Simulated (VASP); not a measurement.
Here is the system:

```xyz
1
Lattice="0.0000 1.7339 1.7339 1.7339 0.0000 1.7339 1.7339 1.7339 0.0000" Properties=species:S:1:pos:R:3 pbc="T T T"
Cu     0.0000     0.0000     0.0000
```

Method: r2SCAN meta-GGA, VASP's PBE PAW potentials (set 64) (plane waves; VASP 6.6.1). Settings: 500 eV cut-off, 18×18×18 Γ-centred mesh, first-order Methfessel-Paxton smearing of 0.10 eV, potentials Cu.

Energy and stress use the plane-wave basis of the starting cell.

### Question
The ions, cell shape and volume at an external pressure of 30.0 GPa are relaxed. Predict the relaxed structure.

### Answer

```xyz
1
Lattice="0.0000 1.7126 1.7126 1.7126 0.0000 1.7126 1.7126 1.7126 0.0000" Properties=species:S:1:pos:R:3 pbc="T T T"
Cu     1.7126     3.4253     1.7126
```
Space group Fm-3m (225), at a tolerance of 0.03 Å.

### Question
How do energy and volume change from the first to the last step?

### Answer
The energy (σ→0) changes by +58.7 meV/atom and the volume by -3.6 %, in 4 ionic steps.

```json
[
 {"step": "1", "E(σ→0) (eV)": "-10.7653", "max force (eV/Å)": "0.000", "pressure (GPa)": "20.24", "volume (Å³)": "10.43"},
 {"step": "2", "E(σ→0) (eV)": "-10.5719", "max force (eV/Å)": "0.000", "pressure (GPa)": "49.18", "volume (Å³)": "9.50"},
 {"step": "3", "E(σ→0) (eV)": "-10.7086", "max force (eV/Å)": "0.000", "pressure (GPa)": "29.65", "volume (Å³)": "10.06"},
 {"step": "4", "E(σ→0) (eV)": "-10.7066", "max force (eV/Å)": "0.000", "pressure (GPa)": "30.09", "volume (Å³)": "10.05"}
]
```

The compound is Cu in the fcc structure. This run relaxes it under an external pressure of 30 GPa. Symmetry was kept, so distortions that lower it aren't found.
